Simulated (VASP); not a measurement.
A VASP calculation is set up with these files.

**KPOINTS**
```
Automatic mesh
0
Gamma
6 6 4
0 0 0
```

**POSCAR**
```
CdSe
1
    2.1894287229    -3.7922015384     0.0000000000
    2.1894287229     3.7922015384     0.0000000000
    0.0000000000     0.0000000000     7.1412127270
Cd Se
2 2
Direct
  0.6666670000   0.3333330000   0.5000293632
  0.3333330000   0.6666670000   0.0000293632
  0.6666670000   0.3333330000   0.8759706368
  0.3333330000   0.6666670000   0.3759706368
```

### INCAR
```
ALGO = Normal
EDIFF = 1E-6
EDIFFG = -0.01
ENCUT = 400
GGA = PE
IBRION = 2
ISIF = 3
ISMEAR = 0
LASPH = .True.
LCHARG = .False.
LMAXMIX = 4
LREAL = .False.
LWAVE = .False.
NELM = 100
NSW = 60
PREC = Accurate
SIGMA = 0.05
SYSTEM = CdSe
```

POTCAR, in this order: Cd Se (PBE.64 set). Program: vasp_std.

Problem. Write an equivalent input for Quantum ESPRESSO's pw.x.

Solution. One equivalent input (not run):
```
&CONTROL
  calculation = 'vc-relax'
  pseudo_dir = './pseudo'
  outdir = './out'
  tprnfor = .true.
  tstress = .true.
  nstep = 60
  forc_conv_thr = 0.00039
/
&SYSTEM
  ibrav = 0
  nat = 4
  ntyp = 2
  ecutwfc = 102
  occupations = 'smearing'
  smearing = 'gaussian'
  degauss = 0.003675
  input_dft = 'pbe'
/
&ELECTRONS
  conv_thr = 7.3e-08
  electron_maxstep = 100
/
&IONS
/
&CELL
/
ATOMIC_SPECIES
  Cd 112.414 Cd.upf
  Se 78.971 Se.upf
CELL_PARAMETERS angstrom
     2.1894287   -3.7922015    0.0000000
     2.1894287    3.7922015    0.0000000
     0.0000000    0.0000000    7.1412127
ATOMIC_POSITIONS crystal
  Cd   0.6666670  0.3333330  0.5000294
  Cd   0.3333330  0.6666670  0.0000294
  Se   0.6666670  0.3333330  0.8759706
  Se   0.3333330  0.6666670  0.3759706
K_POINTS automatic
  6 6 4 0 0 0
```
What does not carry over: the potentials are each code's own (VASP's PAW set, PseudoDojo norm-conserving files in pw.x), so ENCUT and ecutwfc are chosen apart and not converted; conv_thr bounds pw.x's estimated SCF error, while EDIFF bounds the energy change between steps; forc_conv_thr acts on force components and is met together with etot_conv_thr.

The compound is CdSe in the wurtzite structure. This run relaxes it. Symmetry was kept, so distortions that lower it aren't found. The start is the result of an earlier pass.
